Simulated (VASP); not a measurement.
Data:

```
C
1.0
    0.00000     1.78047     1.78047
    1.78047     0.00000     1.78047
    1.78047     1.78047     0.00000
C
2
Direct
  0.00000   0.00000   0.00000
  0.25000   0.25000   0.25000
```

Computed with PBE GGA, VASP's PBE PAW potentials (set 64) (plane waves; VASP). Settings: 400 eV cut-off, 11×11×11 Γ-centred mesh, Fermi-Dirac smearing of 0.020 eV, potentials C.

Q: Give the electronic dielectric tensor ε∞ (DFPT, local fields included).

A: 
```
5.85  0.00  0.00
0.00  5.85  0.00
0.00  0.00  5.85
```

Q: Give the Born effective charges.

A: 
```tsv
atom	Z*xx	Z*yy	Z*zz	mean
C1	0.00	0.00	0.00	0.00
C2	0.00	0.00	0.00	0.00
```

Q: Which frequencies do the optical Γ-point modes have (no LO-TO splitting)?

A: 1305 (×3) cm⁻¹.

The structure is a typed C crystal (Fd-3m). The cell was not relaxed at this level. The run is one of a series of settings (EDIFF = 1E-8, IBRION = 8, LEPSILON = .TRUE., NSW = 1 against the base run), some of them coarse on purpose.
